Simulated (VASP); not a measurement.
Data:

```
CELL_PARAMETERS angstrom
      0.00000     2.40751     2.47991
      2.50151     0.00000     2.47991
      2.50151     2.40751     0.00000
ATOMIC_POSITIONS crystal
  Y  0.00000 0.00000 0.00000
  N  0.49472 0.50528 0.50528
```

Method: PBE GGA, VASP's PBE PAW potentials (set 64) (plane waves; VASP). Settings: 520 eV cut-off, 2×2×2 Γ-centred mesh, Gaussian smearing of 0.050 eV, potentials Y_sv N.

Question: Give the force on each atom (eV/Å).

Answer: 
| atom | Fx | Fy | Fz |
|---|---|---|---|
| Y1 | -0.856 | 0.000 | 0.000 |
| N2 | 0.856 | 0.000 | 0.000 |

Question: Give the stress tensor in GPa (positive for a compressed cell).

Answer: 
```
-1.07   0.00   0.00
 0.00   2.74   0.00
 0.00   0.00   0.53
```
The pressure is its mean diagonal, 0.73 GPa.

The compound is YN in the rock salt structure. The cell was not relaxed at this level, atoms are displaced from their ideal sites. The k-mesh is coarse (spacing up to 1.11 per Å, 2π included), so the numbers may not be converged in it. The run is one of a series of settings (KPOINTS 2×2×2 Γ-centred mesh against the base run), some of them coarse on purpose.
